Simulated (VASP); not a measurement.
Output of a VASP run:

File OSZICAR:
```
...
DAV:   7    -0.102298971630E+03    0.44318E+01   -0.91691E-01  1810   0.751E+00    0.289E+00
DAV:   8    -0.102593815380E+03   -0.29484E+00   -0.10526E+00  1775   0.683E+00    0.984E-01
DAV:   9    -0.102487955087E+03    0.10586E+00   -0.40674E-01  1761   0.496E+00    0.444E-01
DAV:  10    -0.102388870942E+03    0.99084E-01   -0.14181E-01  1796   0.214E+00    0.250E-01
DAV:  11    -0.102499883626E+03   -0.11101E+00   -0.28149E-02  1824   0.946E-01    0.115E-01
DAV:  12    -0.102545955085E+03   -0.46071E-01   -0.65078E-02  1803   0.164E+00    0.150E-01
DAV:  13    -0.102546502932E+03   -0.54785E-03   -0.16968E-03  2034   0.291E-01    0.661E-02
DAV:  14    -0.102552187109E+03   -0.56842E-02   -0.50580E-03  1754   0.483E-01    0.305E-02
DAV:  15    -0.102551968864E+03    0.21825E-03   -0.67791E-04  1973   0.205E-01    0.286E-02
DAV:  16    -0.102552383930E+03   -0.41507E-03   -0.19707E-04  1754   0.114E-01    0.223E-02
DAV:  17    -0.102552433350E+03   -0.49420E-04   -0.99504E-05  1903   0.659E-02    0.124E-02
DAV:  18    -0.102552382073E+03    0.51277E-04   -0.71891E-05  1865   0.616E-02    0.185E-02
DAV:  19    -0.102552420734E+03   -0.38661E-04   -0.70515E-06  1683   0.208E-02    0.149E-02
DAV:  20    -0.102552417917E+03    0.28170E-05   -0.12818E-06   891   0.775E-03    0.887E-03
DAV:  21    -0.102552426842E+03   -0.89248E-05   -0.10281E-05  1634   0.186E-02    0.497E-03
DAV:  22    -0.102552424259E+03    0.25825E-05   -0.66539E-07   877   0.639E-03    0.178E-03
DAV:  23    -0.102552424427E+03   -0.16849E-06   -0.18530E-07   870   0.303E-03
   1 F= -.10255242E+03 E0= -.10255175E+03  d E =-.102552E+03
       N       E                     dE             d eps       ncg     rms          rms(c)
DAV:   1    -0.102565270765E+03   -0.12847E-01   -0.35049E-01  1678   0.562E+00    0.100E+00
DAV:   2    -0.102552791155E+03    0.12480E-01   -0.87667E-02  1702   0.200E+00    0.203E-01
DAV:   3    -0.102551999831E+03    0.79132E-03   -0.23740E-03  1744   0.290E-01    0.107E-01
DAV:   4    -0.102551840848E+03    0.15898E-03   -0.18447E-03  1958   0.233E-01    0.331E-02
DAV:   5    -0.102552038251E+03   -0.19740E-03   -0.30682E-04  1782   0.132E-01    0.258E-02
DAV:   6    -0.102551986380E+03    0.51871E-04   -0.14396E-04  1740   0.812E-02    0.151E-02
DAV:   7    -0.102552049629E+03   -0.63249E-04   -0.37732E-05  1747   0.438E-02    0.491E-03
DAV:   8    -0.102552050745E+03   -0.11155E-05   -0.51616E-06  1512   0.145E-02    0.218E-03
DAV:   9    -0.102552050398E+03    0.34730E-06   -0.40642E-07   849   0.494E-03
   2 F= -.10255205E+03 E0= -.10255140E+03  d E =0.374030E-03
       N       E                     dE             d eps       ncg     rms          rms(c)
DAV:   1    -0.102558076883E+03   -0.60261E-02   -0.14720E-01  1656   0.364E+00    0.663E-01
DAV:   2    -0.102552788306E+03    0.52886E-02   -0.35608E-02  1695   0.128E+00    0.133E-01
DAV:   3    -0.102552507577E+03    0.28073E-03   -0.90502E-04  1808   0.184E-01    0.715E-02
DAV:   4    -0.102552449465E+03    0.58112E-04   -0.77085E-04  1955   0.151E-01    0.225E-02
DAV:   5    -0.102552559062E+03   -0.10960E-03   -0.13312E-04  1748   0.866E-02    0.176E-02
DAV:   6    -0.102552541379E+03    0.17684E-04   -0.61632E-05  1726   0.533E-02    0.100E-02
DAV:   7    -0.102552578291E+03   -0.36912E-04   -0.15820E-05  1768   0.284E-02    0.332E-03
DAV:   8    -0.102552581249E+03   -0.29583E-05   -0.23386E-06  1256   0.983E-03    0.142E-03
DAV:   9    -0.102552581766E+03   -0.51727E-06   -0.21057E-07   849   0.349E-03
   3 F= -.10255258E+03 E0= -.10255192E+03  d E =-.157339E-03
```

**OUTCAR**
```
------------------------ aborting loop because EDIFF is reached ----------------------------------------
  FORCE on cell =-STRESS in cart. coord.  units (eV):
  Direction    XX          YY          ZZ          XY          YZ          ZX
  --------------------------------------------------------------------------------------
  Total       -0.0177810     -0.0177810      0.0299803     -0.0000000      0.0000000      0.0000000
  in kB       -0.3613543     -0.3613543      0.6092737     -0.0000000      0.0000000      0.0000000
  external PRESSURE =      -0.0378116 kB  Pullay stress =       0.0000000 kB
  volume of cell :       78.84
      direct lattice vectors                 reciprocal lattice vectors
     3.565022564  0.000000000  0.000000000     0.280503133  0.161948551 -0.000000000
    -1.782511282  3.087400261 -0.000000000    -0.000000000  0.323897103 -0.000000000
     0.000000000  0.000000000  7.162735004    -0.000000000  0.000000000  0.139611475
 POSITION                                       TOTAL-FORCE (eV/Angst)
 -----------------------------------------------------------------------------------
      0.00000      0.00000     -0.00000         0.000000     -0.000000      0.000000
      0.00000      0.00000      3.58137        -0.000000     -0.000000      0.000000
     -0.00000      2.05827      1.79068        -0.000000      0.000000     -0.000000
      1.78251      1.02913      5.37205         0.000000     -0.000000      0.000000
 -----------------------------------------------------------------------------------
    total drift:                                0.000000     -0.000000     -0.000000
  FREE ENERGIE OF THE ION-ELECTRON SYSTEM (eV)
  ---------------------------------------------------
  free  energy   TOTEN  =      -102.5525817665 eV

  energy  without entropy=     -102.5505845755  energy(sigma->0) =     -102.55191604

 reached required accuracy - stopping structural energy minimisation
```
(Selected blocks of OUTCAR.)

### POSCAR
```
MoSb
1
    3.5634432211    -0.0000000000     0.0000000000
   -1.7817216105     3.0860325096    -0.0000000000
    0.0000000000     0.0000000000     7.1557350452
Mo Sb
2 2
Direct
  0.0000000000   1.0000000000   0.0000000000
  0.0000000000   1.0000000000   0.5000000000
  0.3333330000   0.6666670000   0.2500000000
  0.6666670000   0.3333330000   0.7500000000
```

Q: Write an INCAR and KPOINTS that could have produced this output.

A: Several could match; the one computed here: the input of the run itself, r2SCAN meta-GGA, plane waves, VASP's PBE PAW potentials (set 64).

**KPOINTS**
```
Regular mesh
0
G
 9 9 4
```

### INCAR
```
LMAXMIX = 4   # l cut-off of mixed one-centre charges
ISIF = 3
LASPH = .TRUE.   # aspherical one-centre terms
LMIXTAU = .TRUE.
LWAVE = .FALSE.
LCHARG = .FALSE.
IBRION = 2   # conjugate gradients
METAGGA = R2SCAN
LREAL = .FALSE.
SYSTEM = MoSb
EDIFFG = -0.02   # ionic stop
PREC = Accurate
EDIFF = 1E-6   # SCF stop (eV)
ALGO = Normal   # blocked Davidson
SIGMA = 0.1   # width (eV)
ENCUT = 400   # plane-wave cut-off (eV)
NSW = 60   # most ionic steps
ISMEAR = 1
NELM = 100   # most electronic steps
```

POTCAR, in this order: Mo_sv Sb (PBE.64 set). Program: vasp_std.

The structure was generated: MoSb was put into the NiAs type type (P6_3/mmc), which need not be its known phase. This run relaxes it. Symmetry was kept, so distortions that lower it aren't found. The start is the result of an earlier pass.
